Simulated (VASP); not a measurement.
An input for Quantum ESPRESSO's pw.x (written as the equivalent of a VASP run, and not itself run):

```
&CONTROL
  calculation = 'vc-relax'
  pseudo_dir = './pseudo'
  outdir = './out'
  tprnfor = .true.
  tstress = .true.
  nstep = 60
  forc_conv_thr = 0.00039
/
&SYSTEM
  ibrav = 0
  nat = 4
  ntyp = 2
  ecutwfc = 84
  occupations = 'smearing'
  smearing = 'methfessel-paxton'
  degauss = 0.00735
  input_dft = 'pbesol'
/
&ELECTRONS
  conv_thr = 7.3e-08
  electron_maxstep = 100
/
&IONS
/
&CELL
/
ATOMIC_SPECIES
  Tl 204.380 Tl.upf
  As 74.922 As.upf
CELL_PARAMETERS angstrom
     3.9401903    0.0000000    0.0000000
    -1.9700952    3.4123053    0.0000000
     0.0000000   -0.0000000    7.2883840
ATOMIC_POSITIONS crystal
  Tl   0.0000000  0.0000000  0.0000000
  Tl   0.0000000  0.0000000  0.5000000
  As   0.3333330  0.6666670  0.2500000
  As   0.6666670  0.3333330  0.7500000
K_POINTS automatic
  10 10 5 0 0 0
```

Write the VASP files for the same calculation (PBEsol).

Several could match; the one computed here: 
INCAR:
```
! general
SYSTEM  = TlAs
PREC    = Accurate
ENCUT   = 400
LREAL   = .FALSE.
LASPH   = .TRUE.

! electronic loop
EDIFF   = 1E-6
NELM    = 100
ALGO    = Normal
LMAXMIX = 4

! smearing
ISMEAR  = 1
SIGMA   = 0.1

! functional
GGA     = PS

! ions
IBRION  = 2
NSW     = 60
ISIF    = 3
EDIFFG  = -0.01

! output
LWAVE   = .FALSE.
LCHARG  = .FALSE.
```

**POSCAR**
```
TlAs
1.0
  3.9401903288   0.0000000000   0.0000000000
 -1.9700951644   3.4123053133   0.0000000000
  0.0000000000   0.0000000000   7.2883840470
Tl As
2 2
Cartesian
  0.0000000000   0.0000000000   0.0000000000
  0.0000000000   0.0000000000   3.6441920235
 -0.0000019701   2.2748713463   1.8220960118
  1.9700971345   1.1374339670   5.4662880352
```

**KPOINTS**
```
Automatic mesh
0
Gamma
10 10 5
0 0 0
```

POTCAR, in this order: Tl_d As (PBE.64 set). Program: vasp_std.

The two are equivalent in intent, not identical: the potentials are each code's own (VASP's PAW set, PseudoDojo norm-conserving files in pw.x), so ENCUT and ecutwfc are chosen apart and not converted; conv_thr bounds pw.x's estimated SCF error, while EDIFF bounds the energy change between steps; forc_conv_thr acts on force components and is met together with etot_conv_thr.

The structure was generated: TlAs was put into the NiAs type type (P6_3/mmc), which need not be its known phase. This run relaxes it. Symmetry was kept, so distortions that lower it aren't found. The start is the result of an earlier pass.
